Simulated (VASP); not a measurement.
Here is the system:

```
CELL_PARAMETERS angstrom
      1.72826    -2.99344     0.00000
      1.72826     2.99344     0.00000
      0.00000     0.00000     5.37370
ATOMIC_POSITIONS crystal
  Lu 0.33333 0.66667 0.23139
  Lu 0.66667 0.33333 0.75000
```

All values below come from PBEsol GGA, VASP's PBE PAW potentials (set 64) (plane waves; VASP). Numerical set-up: 480 eV cut-off, 12×12×6 Γ-centred mesh, first-order Methfessel-Paxton smearing of 0.10 eV, potentials Lu_3.

Q: Give the force on each atom (eV/Å).

A: 
| atom | Fx | Fy | Fz |
|---|---|---|---|
| Lu1 | 0.000 | 0.000 | 0.506 |
| Lu2 | 0.000 | 0.000 | -0.506 |

Q: Give the stress tensor in GPa (positive for a compressed cell).

A: 
```
0.20  0.00  0.00
0.00  0.20  0.00
0.00  0.00  0.25
```
The pressure is its mean diagonal, 0.22 GPa.

The compound is Lu in the hcp structure. This cell was strained or had an atom moved on purpose.
